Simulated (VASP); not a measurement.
The system is ZrC.

```
CELL_PARAMETERS angstrom
0.00000 2.36500 2.36500
2.36500 0.00000 2.36500
2.36500 2.36500 0.00000
ATOMIC_POSITIONS crystal
Zr 0.50000 0.50000 0.50000
C 0.00000 0.00000 0.00000
```

- Program: VASP 6.6.1
- Task: relaxation of cell and atoms
- Functional: PBEsol
- Potentials or basis: VASP PAW PBE potentials, release 64 (Zr_sv, C)
- Cutoff: 520 eV
- k mesh: 16 × 16 × 16
- Occupations: gaussian, width 0.1 eV
- Spin: no spin polarisation

At the start: pressure -8.2 GPa; volume 13.23 Å³/atom.

Question: How do energy, volume and symmetry change on relaxing?

Answer: Over 4 steps the energy falls by 12.8 meV/atom and the volume is 12.74 Å³/atom (-3.7 %); space group Fm-3m (No. 225, to 0.05 Å).

The path:
```
step  energy change (eV)  largest force (eV/Å)  pressure (GPa)  volume (Å³)
   1              0.0000                0.0000           -8.17        26.46
   2              0.0487                0.0000           16.44        23.96
   3             -0.0257                0.0000           -0.15        25.50
   4             -0.0257                0.0000            0.01        25.48
```

Final structure:
```yaml
crystal:
  lattice:
    - [0.00000, 2.33554, 2.33554]
    - [2.33554, 0.00000, 2.33554]
    - [2.33554, 2.33554, 0.00000]
  atoms:
    - { symbol: Zr, position: [0.50000, 0.50000, 0.50000] }
    - { symbol: C, position: [0.00000, 0.00000, 0.00000] }
```

Caveat: the PAW data sets were made with another functional, which shifts forces and pressure a little.
